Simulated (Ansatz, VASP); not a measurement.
# GaSb in two plane-wave programs, part 2 of 3

One calculation is typed for both programs; each brings its own data sets. How far apart do they land? The structure shown is the start of the Ansatz relaxation below; VASP solves that cell, so the two are compared at the walk's first step.

VASP 6.6.1 and Ansatz 0.2.0.

So far: Starting point; Ansatz: relaxation, r2SCAN.

## (3) VASP: single point, r2SCAN, start cell

Level of this step: r2SCAN; plane waves and PAW (Ga_d, Sb) (VASP).

The same cell, functional, mesh and smearing now go to VASP, with its own data sets.

Lines of VASP's logs that name or quote its potential files are left out, and so is its time.

Contents of INCAR:

```
SYSTEM = GaSb
PREC = Accurate
ENCUT = 440
EDIFF = 1E-06
NELM = 120
ISMEAR = 0
SIGMA = 0.02
LREAL = .FALSE.
ALGO = Normal
METAGGA = R2SCAN
LASPH = .TRUE.
NBANDS = 15
LORBIT = 11
LWAVE = .FALSE.
LCHARG = .FALSE.
ISIF = 2
ISYM = 2
GGA_COMPAT = .FALSE.
EFERMI = MIDGAP
LMIXTAU = .TRUE.
KPAR = 2
```

Contents of POSCAR:

```
GaSb
1.0
    0.0204470000      3.0567670000      3.0567670000
    3.0567670000      0.0204470000      3.0567670000
    3.0567670000      3.0567670000      0.0204470000
Ga Sb
1 1
Direct
    0.0000149984      0.0000149984      0.0000149984
    0.7499850423      0.7499850423      0.7499850423
```

Contents of KPOINTS:

```
Points of the shifted mesh
1728
Reciprocal
 0.0416666667  0.0416666667  0.0416666667 1
 0.0416666667  0.0416666667  0.1250000000 1
 0.0416666667  0.0416666667  0.2083333333 1
 0.0416666667  0.0416666667  0.2916666667 1
 0.0416666667  0.0416666667  0.3750000000 1
 0.0416666667  0.0416666667  0.4583333333 1
 0.0416666667  0.0416666667  0.5416666667 1
 0.0416666667  0.0416666667  0.6250000000 1
 0.0416666667  0.0416666667  0.7083333333 1
 0.0416666667  0.0416666667  0.7916666667 1
 0.0416666667  0.0416666667  0.8750000000 1
 0.0416666667  0.0416666667  0.9583333333 1
 0.0416666667  0.1250000000  0.0416666667 1
 0.0416666667  0.1250000000  0.1250000000 1
 0.0416666667  0.1250000000  0.2083333333 1
 0.0416666667  0.1250000000  0.2916666667 1
 0.0416666667  0.1250000000  0.3750000000 1
 0.0416666667  0.1250000000  0.4583333333 1
 0.0416666667  0.1250000000  0.5416666667 1
 0.0416666667  0.1250000000  0.6250000000 1
 0.0416666667  0.1250000000  0.7083333333 1
 0.0416666667  0.1250000000  0.7916666667 1
 0.0416666667  0.1250000000  0.8750000000 1
 0.0416666667  0.1250000000  0.9583333333 1
 0.0416666667  0.2083333333  0.0416666667 1
 0.0416666667  0.2083333333  0.1250000000 1
 0.0416666667  0.2083333333  0.2083333333 1
 0.0416666667  0.2083333333  0.2916666667 1
 0.0416666667  0.2083333333  0.3750000000 1
 0.0416666667  0.2083333333  0.4583333333 1
 0.0416666667  0.2083333333  0.5416666667 1
 0.0416666667  0.2083333333  0.6250000000 1
 0.0416666667  0.2083333333  0.7083333333 1
 0.0416666667  0.2083333333  0.7916666667 1
 0.0416666667  0.2083333333  0.8750000000 1
 0.0416666667  0.2083333333  0.9583333333 1
 0.0416666667  0.2916666667  0.0416666667 1
 0.0416666667  0.2916666667  0.1250000000 1
 0.0416666667  0.2916666667  0.2083333333 1
 0.0416666667  0.2916666667  0.2916666667 1
 0.0416666667  0.2916666667  0.3750000000 1
 0.0416666667  0.2916666667  0.4583333333 1
 0.0416666667  0.2916666667  0.5416666667 1
 0.0416666667  0.2916666667  0.6250000000 1
 0.0416666667  0.2916666667  0.7083333333 1
 0.0416666667  0.2916666667  0.7916666667 1
 0.0416666667  0.2916666667  0.8750000000 1
 0.0416666667  0.2916666667  0.9583333333 1
 0.0416666667  0.3750000000  0.0416666667 1
 0.0416666667  0.3750000000  0.1250000000 1
 0.0416666667  0.3750000000  0.2083333333 1
 0.0416666667  0.3750000000  0.2916666667 1
 0.0416666667  0.3750000000  0.3750000000 1
 0.0416666667  0.3750000000  0.4583333333 1
 0.0416666667  0.3750000000  0.5416666667 1
 0.0416666667  0.3750000000  0.6250000000 1
 0.0416666667  0.3750000000  0.7083333333 1
 0.0416666667  0.3750000000  0.7916666667 1
 0.0416666667  0.3750000000  0.8750000000 1
 0.0416666667  0.3750000000  0.9583333333 1
 0.0416666667  0.4583333333  0.0416666667 1
 0.0416666667  0.4583333333  0.1250000000 1
 0.0416666667  0.4583333333  0.2083333333 1
 0.0416666667  0.4583333333  0.2916666667 1
 0.0416666667  0.4583333333  0.3750000000 1
 0.0416666667  0.4583333333  0.4583333333 1
 0.0416666667  0.4583333333  0.5416666667 1
 0.0416666667  0.4583333333  0.6250000000 1
 0.0416666667  0.4583333333  0.7083333333 1
 0.0416666667  0.4583333333  0.7916666667 1
 0.0416666667  0.4583333333  0.8750000000 1
 0.0416666667  0.4583333333  0.9583333333 1
 0.0416666667  0.5416666667  0.0416666667 1
 0.0416666667  0.5416666667  0.1250000000 1
 0.0416666667  0.5416666667  0.2083333333 1
 0.0416666667  0.5416666667  0.2916666667 1
 0.0416666667  0.5416666667  0.3750000000 1
 0.0416666667  0.5416666667  0.4583333333 1
 0.0416666667  0.5416666667  0.5416666667 1
 0.0416666667  0.5416666667  0.6250000000 1
 0.0416666667  0.5416666667  0.7083333333 1
 0.0416666667  0.5416666667  0.7916666667 1
 0.0416666667  0.5416666667  0.8750000000 1
 0.0416666667  0.5416666667  0.9583333333 1
 0.0416666667  0.6250000000  0.0416666667 1
 0.0416666667  0.6250000000  0.1250000000 1
 0.0416666667  0.6250000000  0.2083333333 1
 0.0416666667  0.6250000000  0.2916666667 1
 0.0416666667  0.6250000000  0.3750000000 1
 0.0416666667  0.6250000000  0.4583333333 1
 0.0416666667  0.6250000000  0.5416666667 1
 0.0416666667  0.6250000000  0.6250000000 1
 0.0416666667  0.6250000000  0.7083333333 1
 0.0416666667  0.6250000000  0.7916666667 1
 0.0416666667  0.6250000000  0.8750000000 1
 0.0416666667  0.6250000000  0.9583333333 1
 0.0416666667  0.7083333333  0.0416666667 1
 0.0416666667  0.7083333333  0.1250000000 1
 0.0416666667  0.7083333333  0.2083333333 1
 0.0416666667  0.7083333333  0.2916666667 1
 0.0416666667  0.7083333333  0.3750000000 1
 0.0416666667  0.7083333333  0.4583333333 1
 0.0416666667  0.7083333333  0.5416666667 1
 0.0416666667  0.7083333333  0.6250000000 1
 0.0416666667  0.7083333333  0.7083333333 1
 0.0416666667  0.7083333333  0.7916666667 1
 0.0416666667  0.7083333333  0.8750000000 1
 0.0416666667  0.7083333333  0.9583333333 1
 0.0416666667  0.7916666667  0.0416666667 1
 0.0416666667  0.7916666667  0.1250000000 1
 0.0416666667  0.7916666667  0.2083333333 1
 0.0416666667  0.7916666667  0.2916666667 1
[... 1390 lines left out ...]
 0.8750000000  0.4583333333  0.1250000000 1
 0.8750000000  0.4583333333  0.2083333333 1
 0.8750000000  0.4583333333  0.2916666667 1
 0.8750000000  0.4583333333  0.3750000000 1
 0.8750000000  0.4583333333  0.4583333333 1
 0.8750000000  0.4583333333  0.5416666667 1
 0.8750000000  0.4583333333  0.6250000000 1
 0.8750000000  0.4583333333  0.7083333333 1
 0.8750000000  0.4583333333  0.7916666667 1
 0.8750000000  0.4583333333  0.8750000000 1
 0.8750000000  0.4583333333  0.9583333333 1
 0.8750000000  0.5416666667  0.0416666667 1
 0.8750000000  0.5416666667  0.1250000000 1
 0.8750000000  0.5416666667  0.2083333333 1
 0.8750000000  0.5416666667  0.2916666667 1
 0.8750000000  0.5416666667  0.3750000000 1
 0.8750000000  0.5416666667  0.4583333333 1
 0.8750000000  0.5416666667  0.5416666667 1
 0.8750000000  0.5416666667  0.6250000000 1
 0.8750000000  0.5416666667  0.7083333333 1
 0.8750000000  0.5416666667  0.7916666667 1
 0.8750000000  0.5416666667  0.8750000000 1
 0.8750000000  0.5416666667  0.9583333333 1
 0.8750000000  0.6250000000  0.0416666667 1
 0.8750000000  0.6250000000  0.1250000000 1
 0.8750000000  0.6250000000  0.2083333333 1
 0.8750000000  0.6250000000  0.2916666667 1
 0.8750000000  0.6250000000  0.3750000000 1
 0.8750000000  0.6250000000  0.4583333333 1
 0.8750000000  0.6250000000  0.5416666667 1
 0.8750000000  0.6250000000  0.6250000000 1
 0.8750000000  0.6250000000  0.7083333333 1
 0.8750000000  0.6250000000  0.7916666667 1
 0.8750000000  0.6250000000  0.8750000000 1
 0.8750000000  0.6250000000  0.9583333333 1
 0.8750000000  0.7083333333  0.0416666667 1
 0.8750000000  0.7083333333  0.1250000000 1
 0.8750000000  0.7083333333  0.2083333333 1
 0.8750000000  0.7083333333  0.2916666667 1
 0.8750000000  0.7083333333  0.3750000000 1
 0.8750000000  0.7083333333  0.4583333333 1
 0.8750000000  0.7083333333  0.5416666667 1
 0.8750000000  0.7083333333  0.6250000000 1
 0.8750000000  0.7083333333  0.7083333333 1
 0.8750000000  0.7083333333  0.7916666667 1
 0.8750000000  0.7083333333  0.8750000000 1
 0.8750000000  0.7083333333  0.9583333333 1
 0.8750000000  0.7916666667  0.0416666667 1
 0.8750000000  0.7916666667  0.1250000000 1
 0.8750000000  0.7916666667  0.2083333333 1
 0.8750000000  0.7916666667  0.2916666667 1
 0.8750000000  0.7916666667  0.3750000000 1
 0.8750000000  0.7916666667  0.4583333333 1
 0.8750000000  0.7916666667  0.5416666667 1
 0.8750000000  0.7916666667  0.6250000000 1
 0.8750000000  0.7916666667  0.7083333333 1
 0.8750000000  0.7916666667  0.7916666667 1
 0.8750000000  0.7916666667  0.8750000000 1
 0.8750000000  0.7916666667  0.9583333333 1
 0.8750000000  0.8750000000  0.0416666667 1
 0.8750000000  0.8750000000  0.1250000000 1
 0.8750000000  0.8750000000  0.2083333333 1
 0.8750000000  0.8750000000  0.2916666667 1
 0.8750000000  0.8750000000  0.3750000000 1
 0.8750000000  0.8750000000  0.4583333333 1
 0.8750000000  0.8750000000  0.5416666667 1
 0.8750000000  0.8750000000  0.6250000000 1
 0.8750000000  0.8750000000  0.7083333333 1
 0.8750000000  0.8750000000  0.7916666667 1
 0.8750000000  0.8750000000  0.8750000000 1
 0.8750000000  0.8750000000  0.9583333333 1
 0.8750000000  0.9583333333  0.0416666667 1
 0.8750000000  0.9583333333  0.1250000000 1
 0.8750000000  0.9583333333  0.2083333333 1
 0.8750000000  0.9583333333  0.2916666667 1
 0.8750000000  0.9583333333  0.3750000000 1
 0.8750000000  0.9583333333  0.4583333333 1
 0.8750000000  0.9583333333  0.5416666667 1
 0.8750000000  0.9583333333  0.6250000000 1
 0.8750000000  0.9583333333  0.7083333333 1
 0.8750000000  0.9583333333  0.7916666667 1
 0.8750000000  0.9583333333  0.8750000000 1
 0.8750000000  0.9583333333  0.9583333333 1
 0.9583333333  0.0416666667  0.0416666667 1
 0.9583333333  0.0416666667  0.1250000000 1
 0.9583333333  0.0416666667  0.2083333333 1
 0.9583333333  0.0416666667  0.2916666667 1
 0.9583333333  0.0416666667  0.3750000000 1
 0.9583333333  0.0416666667  0.4583333333 1
 0.9583333333  0.0416666667  0.5416666667 1
 0.9583333333  0.0416666667  0.6250000000 1
 0.9583333333  0.0416666667  0.7083333333 1
 0.9583333333  0.0416666667  0.7916666667 1
 0.9583333333  0.0416666667  0.8750000000 1
 0.9583333333  0.0416666667  0.9583333333 1
 0.9583333333  0.1250000000  0.0416666667 1
 0.9583333333  0.1250000000  0.1250000000 1
 0.9583333333  0.1250000000  0.2083333333 1
 0.9583333333  0.1250000000  0.2916666667 1
 0.9583333333  0.1250000000  0.3750000000 1
 0.9583333333  0.1250000000  0.4583333333 1
 0.9583333333  0.1250000000  0.5416666667 1
 0.9583333333  0.1250000000  0.6250000000 1
 0.9583333333  0.1250000000  0.7083333333 1
 0.9583333333  0.1250000000  0.7916666667 1
 0.9583333333  0.1250000000  0.8750000000 1
 0.9583333333  0.1250000000  0.9583333333 1
 0.9583333333  0.2083333333  0.0416666667 1
 0.9583333333  0.2083333333  0.1250000000 1
 0.9583333333  0.2083333333  0.2083333333 1
 0.9583333333  0.2083333333  0.2916666667 1
 0.9583333333  0.2083333333  0.3750000000 1
 0.9583333333  0.2083333333  0.4583333333 1
 0.9583333333  0.2083333333  0.5416666667 1
 0.9583333333  0.2083333333  0.6250000000 1
 0.9583333333  0.2083333333  0.7083333333 1
 0.9583333333  0.2083333333  0.7916666667 1
 0.9583333333  0.2083333333  0.8750000000 1
 0.9583333333  0.2083333333  0.9583333333 1
 0.9583333333  0.2916666667  0.0416666667 1
 0.9583333333  0.2916666667  0.1250000000 1
 0.9583333333  0.2916666667  0.2083333333 1
 0.9583333333  0.2916666667  0.2916666667 1
 0.9583333333  0.2916666667  0.3750000000 1
 0.9583333333  0.2916666667  0.4583333333 1
 0.9583333333  0.2916666667  0.5416666667 1
 0.9583333333  0.2916666667  0.6250000000 1
 0.9583333333  0.2916666667  0.7083333333 1
 0.9583333333  0.2916666667  0.7916666667 1
 0.9583333333  0.2916666667  0.8750000000 1
 0.9583333333  0.2916666667  0.9583333333 1
 0.9583333333  0.3750000000  0.0416666667 1
 0.9583333333  0.3750000000  0.1250000000 1
 0.9583333333  0.3750000000  0.2083333333 1
 0.9583333333  0.3750000000  0.2916666667 1
 0.9583333333  0.3750000000  0.3750000000 1
 0.9583333333  0.3750000000  0.4583333333 1
 0.9583333333  0.3750000000  0.5416666667 1
 0.9583333333  0.3750000000  0.6250000000 1
 0.9583333333  0.3750000000  0.7083333333 1
 0.9583333333  0.3750000000  0.7916666667 1
 0.9583333333  0.3750000000  0.8750000000 1
 0.9583333333  0.3750000000  0.9583333333 1
 0.9583333333  0.4583333333  0.0416666667 1
 0.9583333333  0.4583333333  0.1250000000 1
 0.9583333333  0.4583333333  0.2083333333 1
 0.9583333333  0.4583333333  0.2916666667 1
 0.9583333333  0.4583333333  0.3750000000 1
 0.9583333333  0.4583333333  0.4583333333 1
 0.9583333333  0.4583333333  0.5416666667 1
 0.9583333333  0.4583333333  0.6250000000 1
 0.9583333333  0.4583333333  0.7083333333 1
 0.9583333333  0.4583333333  0.7916666667 1
 0.9583333333  0.4583333333  0.8750000000 1
 0.9583333333  0.4583333333  0.9583333333 1
 0.9583333333  0.5416666667  0.0416666667 1
 0.9583333333  0.5416666667  0.1250000000 1
 0.9583333333  0.5416666667  0.2083333333 1
 0.9583333333  0.5416666667  0.2916666667 1
 0.9583333333  0.5416666667  0.3750000000 1
 0.9583333333  0.5416666667  0.4583333333 1
 0.9583333333  0.5416666667  0.5416666667 1
 0.9583333333  0.5416666667  0.6250000000 1
 0.9583333333  0.5416666667  0.7083333333 1
 0.9583333333  0.5416666667  0.7916666667 1
 0.9583333333  0.5416666667  0.8750000000 1
 0.9583333333  0.5416666667  0.9583333333 1
 0.9583333333  0.6250000000  0.0416666667 1
 0.9583333333  0.6250000000  0.1250000000 1
 0.9583333333  0.6250000000  0.2083333333 1
 0.9583333333  0.6250000000  0.2916666667 1
 0.9583333333  0.6250000000  0.3750000000 1
 0.9583333333  0.6250000000  0.4583333333 1
 0.9583333333  0.6250000000  0.5416666667 1
 0.9583333333  0.6250000000  0.6250000000 1
 0.9583333333  0.6250000000  0.7083333333 1
 0.9583333333  0.6250000000  0.7916666667 1
 0.9583333333  0.6250000000  0.8750000000 1
 0.9583333333  0.6250000000  0.9583333333 1
 0.9583333333  0.7083333333  0.0416666667 1
 0.9583333333  0.7083333333  0.1250000000 1
 0.9583333333  0.7083333333  0.2083333333 1
 0.9583333333  0.7083333333  0.2916666667 1
 0.9583333333  0.7083333333  0.3750000000 1
 0.9583333333  0.7083333333  0.4583333333 1
 0.9583333333  0.7083333333  0.5416666667 1
 0.9583333333  0.7083333333  0.6250000000 1
 0.9583333333  0.7083333333  0.7083333333 1
 0.9583333333  0.7083333333  0.7916666667 1
 0.9583333333  0.7083333333  0.8750000000 1
 0.9583333333  0.7083333333  0.9583333333 1
 0.9583333333  0.7916666667  0.0416666667 1
 0.9583333333  0.7916666667  0.1250000000 1
 0.9583333333  0.7916666667  0.2083333333 1
 0.9583333333  0.7916666667  0.2916666667 1
 0.9583333333  0.7916666667  0.3750000000 1
 0.9583333333  0.7916666667  0.4583333333 1
 0.9583333333  0.7916666667  0.5416666667 1
 0.9583333333  0.7916666667  0.6250000000 1
 0.9583333333  0.7916666667  0.7083333333 1
 0.9583333333  0.7916666667  0.7916666667 1
 0.9583333333  0.7916666667  0.8750000000 1
 0.9583333333  0.7916666667  0.9583333333 1
 0.9583333333  0.8750000000  0.0416666667 1
 0.9583333333  0.8750000000  0.1250000000 1
 0.9583333333  0.8750000000  0.2083333333 1
 0.9583333333  0.8750000000  0.2916666667 1
 0.9583333333  0.8750000000  0.3750000000 1
 0.9583333333  0.8750000000  0.4583333333 1
 0.9583333333  0.8750000000  0.5416666667 1
 0.9583333333  0.8750000000  0.6250000000 1
 0.9583333333  0.8750000000  0.7083333333 1
 0.9583333333  0.8750000000  0.7916666667 1
 0.9583333333  0.8750000000  0.8750000000 1
 0.9583333333  0.8750000000  0.9583333333 1
 0.9583333333  0.9583333333  0.0416666667 1
 0.9583333333  0.9583333333  0.1250000000 1
 0.9583333333  0.9583333333  0.2083333333 1
 0.9583333333  0.9583333333  0.2916666667 1
 0.9583333333  0.9583333333  0.3750000000 1
 0.9583333333  0.9583333333  0.4583333333 1
 0.9583333333  0.9583333333  0.5416666667 1
 0.9583333333  0.9583333333  0.6250000000 1
 0.9583333333  0.9583333333  0.7083333333 1
 0.9583333333  0.9583333333  0.7916666667 1
 0.9583333333  0.9583333333  0.8750000000 1
 0.9583333333  0.9583333333  0.9583333333 1
```

PAW data sets: Ga_d and Sb (PBE family, release 64).

Launch:

```console
$ mpirun -np 2 vasp_std
```

Output:

```text
[banner, memory and clock lines left out]
running    2 mpi-ranks, on    1 nodes
 distrk:  each k-point on    1 cores,    2 groups
 distr:  one band on    1 cores,    1 groups

 POSCAR found type information on POSCAR GaSb
 POSCAR found :  2 types and       2 ions
|                                                                             |
|               ----> ADVICE to this user running VASP <----                  |
|                                                                             |
|     You enforced a specific xc type in the INCAR file but a different       |
|     [... a line on the potential file left out ...]
|     I HOPE YOU KNOW WHAT YOU ARE DOING!                                     |
|                                                                             |

 LDA part: xc-table for (None), standard interpolation
 POSCAR, INCAR and KPOINTS ok, starting setup
 FFT: planning ... GRIDC
 FFT: planning ... GRID_SOFT
 FFT: planning ... GRID
 WAVECAR not read
 entering main loop
       N       E                     dE             d eps       ncg     rms          rms(c)
DAV:   1     0.466990186133E+02    0.46699E+02   -0.83021E+03 52510   0.139E+03
DAV:   2    -0.334704842476E+02   -0.80170E+02   -0.77485E+02 59834   0.291E+02
DAV:   3    -0.393238705603E+02   -0.58534E+01   -0.58373E+01 62501   0.665E+01
DAV:   4    -0.394231258390E+02   -0.99255E-01   -0.99241E-01 63557   0.980E+00
DAV:   5    -0.394253688429E+02   -0.22430E-02   -0.22430E-02 66582   0.130E+00    0.295E+00
DAV:   6    -0.375590823454E+02    0.18663E+01   -0.38392E-01 55158   0.984E+00    0.205E+00
DAV:   7    -0.376698525643E+02   -0.11077E+00   -0.35446E-01 57496   0.706E+00    0.621E-01
DAV:   8    -0.375835074062E+02    0.86345E-01   -0.23093E-01 52190   0.484E+00    0.191E-01
DAV:   9    -0.375946415202E+02   -0.11134E-01   -0.12865E-02 63474   0.955E-01    0.234E-01
DAV:  10    -0.375951478036E+02   -0.50628E-03   -0.37961E-03 54976   0.624E-01    0.504E-01
DAV:  11    -0.375993972443E+02   -0.42494E-02   -0.17821E-02 54808   0.107E+00    0.593E-02
DAV:  12    -0.375973748532E+02    0.20224E-02   -0.16968E-03 65021   0.332E-01    0.667E-02
DAV:  13    -0.375990420778E+02   -0.16672E-02   -0.49915E-04 56922   0.196E-01    0.542E-02
DAV:  14    -0.375996131844E+02   -0.57111E-03   -0.75541E-04 55207   0.198E-01    0.280E-02
DAV:  15    -0.375996220052E+02   -0.88208E-05   -0.46357E-05 70836   0.639E-02    0.815E-03
DAV:  16    -0.375997076176E+02   -0.85612E-04   -0.72534E-05 53618   0.652E-02    0.198E-03
DAV:  17    -0.375997085919E+02   -0.97438E-06   -0.28438E-06 73036   0.219E-02
   1 F= -.37599709E+02 E0= -.37599709E+02  d E =0.000000E+00
```

(Continued in part 3 of 3.)

[Lines on the potential files, build, host, timing and source positions are cut from VASP's logs without a mark.]

[Logs are printed without paths, hosts, clocks, repeated set-up lines and the standing remarks that a program may print on its own settings, such as how far it seeks lower states.]

[Hosts, paths, dates, database ids (printed as entryN), source tags and the programs' standing remarks are cut or masked in the printed files.]
